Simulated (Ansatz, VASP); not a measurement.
## Cross-check of InSe between VASP and Ansatz

One calculation is typed for both programs; each brings its own data sets. How far apart do they land? The cell is taken from a series of runs on this material, whose earlier steps may have relaxed, scaled, displaced or heated it; both programs get it as it stands.

Calculated with Ansatz 0.2.0; plane waves, with VASP 6.6.1 beside it; PBE, LDA and PBE, spin-orbit coupling.

**1. Starting point**

Symmetry: P6_3/mmc, No. 194, hexagonal system. Conventional cell: a = 4.050 Å, b = 4.050 Å, c = 16.930 Å, α = 90.00°, β = 90.00°, γ = 120.00°. Nearest to In lie 3 Se at 2.66 Å and 1 In at 2.80 Å. Nearest to Se lie 3 In at 2.66 Å. Farther neighbours and most contacts between anions are not listed.

**2. VASP: single point, PBE**

A single point takes one fixed geometry, so differences don't come from the geometry; what else differs is listed under the comparison.

Lines of VASP's logs that name or quote its potential files are left out, and so is its time.

Contents of INCAR:

```
SYSTEM = InSe
PREC = Accurate
ENCUT = 500
EDIFF = 1E-06
NELM = 120
ISMEAR = -1
SIGMA = 0.02
LREAL = .FALSE.
ALGO = Normal
GGA = PE
NBANDS = 47
LORBIT = 11
LWAVE = .FALSE.
LCHARG = .FALSE.
ISIF = 2
LASPH = .TRUE.
GGA_COMPAT = .FALSE.
EFERMI = MIDGAP
KPAR = 2
```

Contents of POSCAR:

```
InSe
1.0
    4.0500000000      0.0000000000      0.0000000000
   -2.0250000000      3.5074028853      0.0000000000
    0.0000000000      0.0000000000     16.9300000000
In Se
4 4
Direct
    0.3333333334      0.6666666668      0.1672954020
    0.6666666668      0.3333333334      0.6672954020
    0.3333333334      0.6666666668      0.3327045980
    0.6666666668      0.3333333334      0.8327045980
    0.3333333334      0.6666666668      0.5918148106
    0.6666666668      0.3333333334      0.0918148106
    0.3333333334      0.6666666668      0.9081851894
    0.6666666668      0.3333333334      0.4081851894
```

Contents of KPOINTS:

```
Automatic mesh
0
Gamma
6 6 2
0 0 0
```

The projector-augmented-wave data sets are In_d and Se (PBE family, release 64).

Command:

```
> mpirun -np 2 vasp_std
```

Numbers of over 12 decimals in the logs are rounded to 6 here.

The program printed:

```text
[banner, memory and clock lines left out]
running    2 mpi-ranks, on    1 nodes
 distrk:  each k-point on    1 cores,    2 groups
 distr:  one band on    1 cores,    1 groups

 POSCAR found type information on POSCAR InSe
 POSCAR found :  2 types and       8 ions
 LDA part: xc-table for (Slater+PW92), standard interpolation
 POSCAR, INCAR and KPOINTS ok, starting setup
 FFT: planning ... GRIDC
 FFT: planning ... GRID_SOFT
 FFT: planning ... GRID
 WAVECAR not read
 entering main loop
       N       E                     dE             d eps       ncg     rms          rms(c)
DAV:   1     0.775893698430E+03    0.77589E+03   -0.33433E+04  1316   0.175E+03
DAV:   2     0.906714904043E+02   -0.68522E+03   -0.66656E+03  1331   0.462E+02
DAV:   3    -0.216064830364E+02   -0.11228E+03   -0.10848E+03  1613   0.195E+02
DAV:   4    -0.290032865805E+02   -0.73968E+01   -0.73482E+01  1592   0.502E+01
DAV:   5    -0.292595988142E+02   -0.25631E+00   -0.25613E+00  1622   0.954E+00    0.100E+01
DAV:   6    -0.283690172751E+02    0.89058E+00   -0.15463E+00  1757   0.162E+01    0.575E+00
DAV:   7    -0.283579840570E+02    0.11033E-01   -0.10083E+00  1886   0.540E+00    0.148E+00
DAV:   8    -0.283511662448E+02    0.68178E-02   -0.99269E-02  1898   0.302E+00    0.108E+00
DAV:   9    -0.283539525558E+02   -0.27863E-02   -0.18909E-02  1579   0.552E-01    0.425E-01
DAV:  10    -0.283544798742E+02   -0.52732E-03   -0.20539E-03  1997   0.379E-01    0.211E-01
DAV:  11    -0.283548530032E+02   -0.37313E-03   -0.98708E-04  1558   0.180E-01    0.682E-02
DAV:  12    -0.283548480448E+02    0.49584E-05   -0.66864E-05  2098   0.501E-02    0.263E-02
DAV:  13    -0.283548617905E+02   -0.13746E-04   -0.26800E-05  1475   0.248E-02    0.497E-03
DAV:  14    -0.283548623371E+02   -0.54665E-06   -0.20219E-06  1169   0.162E-02
   1 F= -.28354862E+02 E0= -.28354861E+02  d E =-.216099E-05
```

OUTCAR, selected parts (step 2):

```text
ion  position               nearest neighbor table
   1  0.333  0.667  0.167-   6 2.66   6 2.66   6 2.66   3 2.80
   2  0.667  0.333  0.667-   5 2.66   5 2.66   5 2.66   4 2.80
   3  0.333  0.667  0.333-   8 2.66   8 2.66   8 2.66   1 2.80
   4  0.667  0.333  0.833-   7 2.66   7 2.66   7 2.66   2 2.80
   5  0.333  0.667  0.592-   2 2.66   2 2.66   2 2.66
   6  0.667  0.333  0.092-   1 2.66   1 2.66   1 2.66
   7  0.333  0.667  0.908-   4 2.66   4 2.66   4 2.66
   8  0.667  0.333  0.408-   3 2.66   3 2.66   3 2.66

  LATTYP: Found a hexagonal cell.
 ALAT       =     4.0500000000
 C/A-ratio  =     4.1802469136

 Subroutine GETGRP returns: Found 24 space group operations
 (whereof 12 operations were pure point group operations)

The static configuration has the point symmetry D_3d.
 The point group associated with its full space group is D_6h.

 Found     14 irreducible k-points:

   k-points           NKPTS =     14   k-points in BZ     NKDIM =     14   number of bands    NBANDS=     47

   dimension x,y,z NGX =    30 NGY =   30 NGZ =  126
   dimension x,y,z NGXF=    60 NGYF=   60 NGZF=  252

   ENCUT  =  500.0 eV  36.75 Ry    6.06 a.u.   7.38  7.38 30.87*2*pi/ulx,y,z

   NELECT =      76.0000    total number of electrons

 k-points in reciprocal lattice and weights: Automatic mesh
   0.00000000  0.00000000  0.00000000       0.014
   0.16666667  0.00000000  0.00000000       0.083
   0.33333333 -0.00000000  0.00000000       0.083
   0.50000000 -0.00000000  0.00000000       0.042
   0.16666667  0.16666667  0.00000000       0.083
   0.33333333  0.16666667  0.00000000       0.167
   0.33333333  0.33333333  0.00000000       0.028
   0.00000000  0.00000000  0.50000000       0.014
   0.16666667  0.00000000  0.50000000       0.083
[...]
0.33333333  0.16666667  0.50000000       0.167
   0.33333333  0.33333333  0.50000000       0.028

 average (electrostatic) potential at core
       1 -97.4148       2 -97.4148       3 -97.4148       4 -97.4148       5 -54.3006
       6 -54.3006       7 -54.3006       8 -54.3006

 E-fermi :   3.9988

 k-point     1 :       0.0000    0.0000    0.0000
  band No.  band energies     occupation
    ...
     34       2.6374      2.00000
     35       2.6374      2.00000
     36       2.7135      2.00000
     37       2.7135      2.00000
     38       3.8290      1.99959
     39       4.1687      0.00041
     40       5.4455      0.00000
     41       5.8933      0.00000
     42       5.9018      0.00000
     43       8.0041      0.00000
    ...

 k-point     2 :       0.1667    0.0000    0.0000
  band No.  band energies     occupation
    ...
     34       2.2421      2.00000
     35       2.3565      2.00000
     36       2.4698      2.00000
     37       2.8178      2.00000
     38       3.5935      2.00000
     39       5.3854      0.00000
     40       5.8838      0.00000
     41       6.4183      0.00000
     42       6.6964      0.00000
     43       7.3408      0.00000
    ...

 k-point     3 :       0.3333   -0.0000    0.0000
  band No.  band energies     occupation
    ...
     34       1.8665      2.00000
     35       1.9309      2.00000
     36       2.0343      2.00000
     37       2.6577      2.00000
     38       2.8388      2.00000
     39       5.3122      0.00000
     40       5.4362      0.00000
     41       5.8449      0.00000
     42       5.9693      0.00000
     43       7.3638      0.00000
    ...

  Total        1.9774552      1.9774552      2.1771548     -0.0000000     -0.0000000      0.0000000
  in kB       13.1740590     13.1740590     14.5044831     -0.0000000     -0.0000000      0.0000000
  external PRESSURE =      13.6175337 kB  Pullay stress =       0.0000000 kB

  energy-cutoff  :      500.00
  volume of cell :      240.49
      direct lattice vectors                 reciprocal lattice vectors
     4.050000000  0.000000000  0.000000000     0.246913580  0.142555622  0.000000000
    -2.025000000  3.507402885  0.000000000     0.000000000  0.285111244  0.000000000
     0.000000000  0.000000000 16.930000000     0.000000000  0.000000000  0.059066745

 POSITION                                       TOTAL-FORCE (eV/Angst)
 -----------------------------------------------------------------------------------
      0.00000      2.33827      2.83231         0.000000      0.000000      0.015871
      2.02500      1.16913     11.29731        -0.000000      0.000000      0.015871
      0.00000      2.33827      5.63269         0.000000      0.000000     -0.015871
      2.02500      1.16913     14.09769        -0.000000     -0.000000     -0.015871
      0.00000      2.33827     10.01942         0.000000      0.000000     -0.021031
      2.02500      1.16913      1.55442        -0.000000     -0.000000     -0.021031
      0.00000      2.33827     15.37558         0.000000      0.000000      0.021031
      2.02500      1.16913      6.91058        -0.000000     -0.000000      0.021031
 -----------------------------------------------------------------------------------
    total drift:                               -0.000000     -0.000000      0.000000

  FREE ENERGIE OF THE ION-ELECTRON SYSTEM (eV)
  ---------------------------------------------------
  free  energy   TOTEN  =       -28.3548623371 eV

  energy  without entropy=      -28.3548601761  energy(sigma->0) =      -28.35486126

 total charge
# of ion       s       p       d       tot
------------------------------------------
    1        0.860   0.650   9.882  11.392
    2        0.860   0.650   9.882  11.392
    3        0.860   0.650   9.882  11.392
    4        0.860   0.650   9.882  11.392
    5        1.473   2.330   0.022   3.824
    6        1.473   2.330   0.022   3.824
    7        1.473   2.330   0.022   3.824
    8        1.473   2.330   0.022   3.824
--------------------------------------------------
tot          9.330  11.922  39.613  60.865

[... 3 further parts left out ...]
```

The run ends at a pressure of 1.36 GPa, with forces up to 0.021 eV/Å.

**3. Ansatz: single point, PBE**

Ansatz runs on its default PAW (the set named soft_2) files.

The same cell, functional, mesh and smearing now go to Ansatz, which takes its cutoff from its data sets.

Contents of input.yaml:

```yaml
crystal:
  lattice:
    - [4.05, 0.0, 0.0]
    - [-2.025, 3.5074028853, 0.0]
    - [0.0, 0.0, 16.93]
  atoms:
    - { symbol: In, position: [0.3333333333, 0.6666666667, 0.167295402] }
    - { symbol: In, position: [0.6666666667, 0.3333333333, 0.667295402] }
    - { symbol: In, position: [0.3333333333, 0.6666666667, 0.332704598] }
    - { symbol: In, position: [0.6666666667, 0.3333333333, 0.832704598] }
    - { symbol: Se, position: [0.3333333333, 0.6666666667, 0.5918148106] }
    - { symbol: Se, position: [0.6666666667, 0.3333333333, 0.0918148106] }
    - { symbol: Se, position: [0.3333333333, 0.6666666667, 0.9081851894] }
    - { symbol: Se, position: [0.6666666667, 0.3333333333, 0.4081851894] }
kpoints:
  mp_grid: { grid: [6, 6, 2] }
  band_path:
    path:
      - [[0.0, 0.0, 0.0], [0.5, 0.0, 0.0], [0.33333333, 0.33333333, 0.0], [0.0, 0.0, 0.0], [0.0, 0.0, 0.5], [0.5, 0.0, 0.5], [0.33333333, 0.33333333, 0.5], [0.0, 0.0, 0.5]]
      - [[0.5, 0.0, 0.5], [0.5, 0.0, 0.0]]
      - [[0.33333333, 0.33333333, 0.5], [0.33333333, 0.33333333, 0.0]]
    npoints: 10
hamiltonian:
  xc: pbe
scf:
  occupations: { method: fermi_dirac, width: 0.02 }
  n_extra_bands: 6
output:
  eigenvalues: true
  forces: true
  stress: true
  write_density: true
  write_potential: true
  elf: true
  volumetric_format: npy
```

Command:

```
> ansatz run input.yaml --threads 2 --pin off --max-ram 92160MiB --backend cuda --devices 1 --max-vram 13GiB --events-out ev --progress --plain --runs-dir out
```

The program printed:

```text
scf.n_extra_bands = 6 over 58 filled bands (N_el = 116.0): the run solves 64 bands
GPUs: using 1 of 1 available (devices: 1).
Engine: ansatz 0.2.0, x86_64-unknown-linux-gnu
Pseudopotentials: kind: paw
Pseudopotential: In, paw, valence charge 13, recommended cutoff 420 eV (normal), In.paw.azcp
Pseudopotential: Se, paw, valence charge 16, recommended cutoff 420 eV (normal), Se.paw.azcp
Functional definition: PBE
  parameter kappa = 0.804
  parameter beta = 0.066725
  exchange = pbe_x(kappa = kappa, mu = beta*pi^2/3)
  correlation = pbe_c(beta = beta)
device memory: the entry about to start is reckoned to put 3.9 GiB on a device that reports 69.7 GiB free (of which the cap on the GPU budget leaves the run 13.0 GiB)
GPU FFT provider: cuFFT
GPU libraries: cuBLAS 13.8.2, cuFFT 12.4.0, cuSOLVER 12.3.4
Crystal: 8 atoms, lattice volume = 240.490 Å³
Basis set: ecut = 420 eV, 4701 PW (Γ), exchange–correlation on 60×60×240 points (8 copies of the dense FFT grid, shifted against one another)
Bands: 64, of which v1, the nominal top of the filled ones, is band 58 counted from 1 (57 counted from 0)
Symmetry: 24 space group operations
Space group: P63/mmc (ITA 194), of the structure as read, at distance tolerance 6.2e-5 Å
k-points: 14 of 72
Non-local potential: In, projectors of the file, l = 0: 2, l = 1: 2, l = 2: 2, l = 3: 2
Non-local potential: Se, projectors of the file, l = 0: 2, l = 1: 2, l = 2: 3, l = 3: 1
PAW form: soft (Blöchl's): semilocal exchange-correlation on the pseudo side does not see the compensation charge
PAW one-centre angular grid: In, 590 points (default); XC on 64 Gauss nodes
PAW one-centre angular grid: Se, 590 points (default); XC on 64 Gauss nodes
Initial density: superposition of atomic densities (neutral atoms: chi_scale 0, normalization atom), corrected by the library's trained network
Initial wavefunctions: pseudopotential atomic-orbital guess
GPU buffer pool allocated for 108000 grid points (all kernels)
GPU transforms: local potential and band sums: pruned to the plane-wave sphere, on 27×27×120
Functional: x = pbe(κ = 0.804, μ = 0.219515), c = pbe(β = 0.066725)
SCF iter   1: F=—  HF=-44271.812867 eV  |F-HF|=—  |Δ(HF+E_count)|=         —  Δρ=1.44e-3  dr2=1.20e-2  ethr=1.77e-3  ⟨swp⟩=6.3  Hψ=3608  notcnv=0
preconditioner: auto → Resta (q_TF=auto, 2.416 Å⁻¹)  ε∞=3.7  [insulator: Δε(μ)=0.348 eV  Ē_g=12.691 eV  σ=0.020 eV  W_gap=1.00  n_scr=66 (ndim 8)  ℏωp=20.9 eV  f_vac=0.096  D(μ)=0.00/eV (n_scr^D=0)  ε∞_Penn≈3.7]
SCF iter   2: F=—  HF=-44271.809825 eV  |F-HF|=—  |Δ(HF+E_count)|=   3.04e-3  Δρ=5.76e-4  dr2=7.01e-4  ethr=1.04e-5  ⟨swp⟩=2.2  Hψ=1682  notcnv=0  defer=27
SCF iter   3: F=—  HF=-44271.810215 eV  |F-HF|=—  |Δ(HF+E_count)|=   3.90e-4  Δρ=2.85e-4  dr2=1.97e-4  ethr=6.05e-7  ⟨swp⟩=3.0  Hψ=1750  notcnv=0  defer=27
SCF iter   4: F=—  HF=-44271.810466 eV  |F-HF|=—  |Δ(HF+E_count)|=   2.51e-4  Δρ=6.03e-5  dr2=1.07e-5  ethr=1.70e-7  ⟨swp⟩=2.0  Hψ=1121  notcnv=0  defer=27
SCF iter   5: F=—  HF=-44271.810588 eV  |F-HF|=—  |Δ(HF+E_count)|=   1.22e-4  Δρ=1.99e-5  dr2=1.57e-6  ethr=9.25e-9  ⟨swp⟩=2.0  Hψ=1681  notcnv=0  defer=27
SCF iter   6: F=—  HF=-44271.810590 eV  |F-HF|=—  |Δ(HF+E_count)|=   1.99e-6  Δρ=7.35e-6  dr2=1.45e-7  ethr=1.35e-9  ⟨swp⟩=2.0  Hψ=1681  notcnv=0  defer=27
SCF iter   7: F=-44271.810590 eV  HF=-44271.810590 eV  |F-HF|=1.50e-8  |Δ(HF+E_count)|=   1.80e-7  Δρ=1.80e-6  dr2=8.22e-9  ethr=8.62e-11  ⟨swp⟩=14.1  Hψ=8398  notcnv=0
SCF 1 converged in 7 iterations: F = -44271.810590 eV  dr2 = 8.22e-9
  Residual-converged pass: ⟨swp⟩=1.1  Hψ=953  notcnv=0  max |occ|·‖R‖ = 6.9e-9 eV (tolerance 1.0e-8 eV)  dr2=8.22e-9  dr2_onsite=5.36e-10  max |Δocc| = 1.6e-13
  greatest PAW one-centre occupation: 1.000 electrons in one spin orbital (limit 2), on the Se atom at site 7 (counted from 0), in its partial waves of l = 2
device memory: the entry about to start is reckoned to put 3.3 GiB on a device that reports 67.1 GiB free (of which the cap on the GPU budget leaves the run 13.0 GiB)
NSCF: frozen V_eff on 93 k-points
SCF converged after 7 iterations
Free energy (F): -44271.810590 eV
Harris-Foulkes:  -44271.810590 eV  (|F-HF|=1.50e-8)
Internal energy: -44271.810588 eV  (E = F + TS)
E sigma→0 (E₀):  -44271.810589 eV
Entropy (-TS):   -0.000002 eV (-0.000 meV/atom)
Fermi energy:    7.093983 eV
--- Per-component energies (eV) ---
  E_band       = -1860.464970
  E_kinetic    = 1443.959181
  E_local      = -15989.042384  (includes V_loc(G=0)·N_el)
  E_nonlocal   = -914.112851
  E_hartree    = 7362.698295
  E_xc         = -1276.817189
  E_vxc        = -788.128228  (∫ρ·V_xc dr)
  E_paw        = -24265.446340  (= ΣΔE_a)
  E_vpaw       = -338.537930  (= ΣTr[D̂ρ^β])
  E_aug_tail   = -0.002306  (compensation charges beyond the density's cutoff)
  E_ewald      = -10633.046994
  E_smearing   = -0.000002  (= −TS)
  E_closure    = 0.000000  (closes the sum)
  Σ components = -44271.810590   (vs F -44271.810590, Δ=0.00e0)
--- Forces (eV/Å), atoms counted from 1 ---
  atom   1  In    -0.00000000    -0.00000000     0.00208817
  atom   2  In     0.00000000     0.00000000     0.00208817
  atom   3  In    -0.00000000    -0.00000000    -0.00208817
  atom   4  In    -0.00000000     0.00000000    -0.00208817
  atom   5  Se     0.00000000    -0.00000000    -0.00662441
  atom   6  Se    -0.00000000     0.00000000    -0.00662441
  atom   7  Se     0.00000000    -0.00000000     0.00662441
  atom   8  Se    -0.00000000     0.00000000     0.00662441
  max |Σ_I F_I| component: 9.25e-18 eV/Å
--- Stress (GPa, compression-positive) ---
        1.278719       0.000000       0.000000
        0.000000       1.278719       0.000000
        0.000000       0.000000       1.418617
  P = ⅓ Tr σ = 1.3254 GPa (13.254 kbar)
--- Band table (eV; the first three rows and the last of 14) ---
  k-point 0: bands = [... 54 lower, 5.7330, 5.8091, 5.8091, 6.9176, 7.2703, 8.5496, 8.9992, 9.0026, ... 2 higher]
  k-point 1: bands = [... 54 lower, 5.7784, 5.7784, 6.0444, 6.0444, 8.0818, 8.0818, 9.0090, 9.0090, ... 2 higher]
  k-point 2: bands = [... 54 lower, 5.4524, 5.5657, 5.9090, 6.6824, 8.4834, 8.9833, 9.5174, 9.7971, ... 2 higher]
  k-point 13: bands = [... 54 lower, 4.6045, 4.6045, 5.3862, 5.3862, 8.7363, 8.7363, 9.1999, 9.1999, ... 2 higher]
```

**4. Differences**

Known differences besides the potentials themselves: the data sets hold 116 valence electrons in Ansatz (on its default PAW (the set named soft_2) files) and 76 in VASP; the cutoff is 420 eV in Ansatz and 500 eV in VASP. Total energies have different zeros and are not compared.

Compared:

```
              quantity  Ansatz   VASP  difference
        pressure (GPa)    1.33   1.36       -0.04
gap on the k mesh (eV)   0.353  0.340      +0.013
```

The largest component of a force difference here is 14 meV/Å. A gap on the mesh is an upper bound, since the band edges may lie between its points.

(Continued in part 2 of 2.)

[Lines on the potential files, build, host, timing and source positions are cut from VASP's logs without a mark.]

[Logs are printed without paths, hosts, clocks, repeated set-up lines and the standing remarks that a program may print on its own settings, such as how far it seeks lower states.]

[Hosts, paths, dates, database ids (printed as entryN), source tags and the programs' standing remarks are cut or masked in the printed files.]
